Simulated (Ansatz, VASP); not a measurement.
**One calculation of LiSi2N2, two programs**

```
Li Si N
1.0
     2.89485    0.00000    0.00000
    -1.44742    2.50701    0.00000
     0.00000    0.00000    9.45939
Li Si N
1 2 2
Direct
  0.00000 0.00000 0.00000
  0.33333 0.66667 0.24519
  0.66667 0.33333 0.75481
  0.33333 0.66667 0.69040
  0.66667 0.33333 0.30960
```

Change from the starting cell: species swapped into the Y2H2C type (P-3m1, No. 164).

Alike in both runs: functional PBE; k mesh 12 × 12 × 4; occupations gaussian, width 0.1 eV; no spin polarisation.

Ansatz relaxed the structure, and its values are those at the end. VASP's run is a single point on that final structure, the one shown.

|  | VASP | Ansatz |
| --- | --- | --- |
| version | VASP 6.6.1 | Ansatz 0.2.0 |
| potentials or method | VASP PAW PBE potentials, release 64 (Li_sv, Si, N) | scalar-relativistic, plane waves, PAW |
| plane-wave cutoff (eV) | 520 | 420 |
| valence electrons in the cell | 21 | 21 |

|  | VASP | Ansatz | Ansatz less VASP |
| --- | --- | --- | --- |
| gap on the k mesh at the Fermi level (eV) | none | none | - |
| rms of the force components (eV/Å) | 0.010 | 0.000 | -0.0097 |

A gap of «none» marks a metal or a gap that the smearing closes. With one functional, cell and mesh, what is left measures potentials, basis and numerics.
